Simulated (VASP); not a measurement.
All values below come from PBE GGA with D4 dispersion, VASP's PBE PAW potentials (set 64) (plane waves; VASP).

VASP ran on this input.

File POSCAR:
```
CdS
4.1515230
  0.5000000008  -0.8660253635   0.0000000000
  0.5000000008   0.8660253635   0.0000000000
  0.0000000000   0.0000000000   1.6257123196
Cd S
2 2
Cart
  0.5000000008  -0.2886756985   0.8129694695
  0.5000000008   0.2886756985   0.0001133097
  0.5000000008  -0.2886756985   1.4256363946
  0.5000000008   0.2886756985   0.6127802348
```

INCAR:
```
# general
SYSTEM   =  CdS
PREC     =  Accurate
ENCUT    =  520
LREAL    =  .FALSE.
LASPH    =  .TRUE.
ICHARG   =  11

# electronic loop
EDIFF    =  1E-7   # SCF stop (eV)
NELM     =  100
ALGO     =  Normal
LMAXMIX  =  4   # l cut-off of mixed one-centre charges

# smearing
ISMEAR   =  0   # Gaussian
SIGMA    =  0.05   # width (eV)

# functional
GGA      =  PE   # PBE
IVDW     =  13   # D4

# output
LWAVE    =  .FALSE.
LCHARG   =  .FALSE.
LORBIT   =  11
```

### KPOINTS
```
k-points along high-symmetry lines
10
Line-mode
Reciprocal
  0.000000   0.000000   0.000000 ! GAMMA
  0.000000   0.500000   0.000000 ! M

  0.000000   0.500000   0.000000 ! M
 -0.333333   0.666667   0.000000 ! K

 -0.333333   0.666667   0.000000 ! K
  0.000000   0.000000   0.000000 ! GAMMA

  0.000000   0.000000   0.000000 ! GAMMA
  0.000000   0.000000   0.500000 ! A

  0.000000   0.000000   0.500000 ! A
  0.000000   0.500000   0.500000 ! L

  0.000000   0.500000   0.500000 ! L
 -0.333333   0.666667   0.500000 ! H

 -0.333333   0.666667   0.500000 ! H
  0.000000   0.000000   0.500000 ! A

  0.000000   0.500000   0.500000 ! L
  0.000000   0.500000   0.000000 ! M

 -0.333333   0.666667   0.500000 ! H
 -0.333333   0.666667   0.000000 ! K
```

POTCAR, in this order: Cd S (PBE.64 set). Program: vasp_std. Read from the step before: CHGCAR.

The run wrote:

OSZICAR:
```
       N       E                     dE             d eps       ncg     rms          rms(c)
DAV:   1     0.248574024296E+03    0.24857E+03   -0.18051E+04  3960   0.151E+03
DAV:   2     0.172110312397E+01   -0.24685E+03   -0.24173E+03  4410   0.363E+02
DAV:   3    -0.114331128561E+02   -0.13154E+02   -0.13048E+02  4698   0.828E+01
DAV:   4    -0.115848954094E+02   -0.15178E+00   -0.15164E+00  4608   0.850E+00
DAV:   5    -0.115874767431E+02   -0.25813E-02   -0.25811E-02  4824   0.107E+00
DAV:   6    -0.115875492937E+02   -0.72551E-04   -0.72547E-04  4738   0.168E-01
DAV:   7    -0.115875516119E+02   -0.23182E-05   -0.23181E-05  4794   0.276E-02
DAV:   8    -0.115875517043E+02   -0.92377E-07   -0.92348E-07  4674   0.505E-03
   1 F= -.12821758E+02 E0= -.12821758E+02  d E =-.638179E-12
```

**OUTCAR**
```
 val. band max:        1.1833855368   @ k =   0.0000   0.0000   0.0000

 cond. band min:       2.3780622947   @ k =   0.0000   0.0000   0.0000



 k-point     1 :       0.0000    0.0000    0.0000
  band No.  band energies     occupation
      1     -11.0972      2.00000
      2     -10.6788      2.00000
      3      -6.4688      2.00000
      4      -6.4640      2.00000
      5      -6.4640      2.00000
      6      -6.3827      2.00000
      7      -6.3827      2.00000
      8      -6.0621      2.00000
      9      -6.0621      2.00000
     10      -5.9734      2.00000
     11      -5.9734      2.00000
     12      -5.6392      2.00000
     13      -3.1075      2.00000
     14       0.4437      2.00000
     15       0.4437      2.00000
     16       1.1434      2.00000
     17       1.1834      2.00000
     18       1.1834      2.00000
     19       2.3781      0.00000
     20       3.9604      0.00000
     21       7.6624      0.00000
     22       7.6625      0.00000

 k-point     2 :       0.0000    0.0556    0.0000
  band No.  band energies     occupation
      1     -11.0863      2.00000
      2     -10.6739      2.00000
      3      -6.4672      2.00000
      4      -6.4593      2.00000
      5      -6.4540      2.00000
      6      -6.3778      2.00000
      7      -6.3764      2.00000
      8      -6.0645      2.00000
      9      -6.0623      2.00000
     10      -5.9785      2.00000
     11      -5.9724      2.00000
     12      -5.6316      2.00000
     13      -3.0861      2.00000
     14       0.3057      2.00000
     15       0.4039      2.00000
     16       0.9496      2.00000
     17       1.1226      2.00000
     18       1.1613      2.00000
     19       2.6052      0.00000
     20       4.0959      0.00000
     21       7.5363      0.00000
     22       7.7128      0.00000

 k-point     3 :       0.0000    0.1111    0.0000
  band No.  band energies     occupation
      1     -11.0545      2.00000
      2     -10.6600      2.00000
...
```

The density is held fixed in this step, so its total energy and stress have no physical meaning.

The compound is CdS in the wurtzite structure. It was relaxed first.
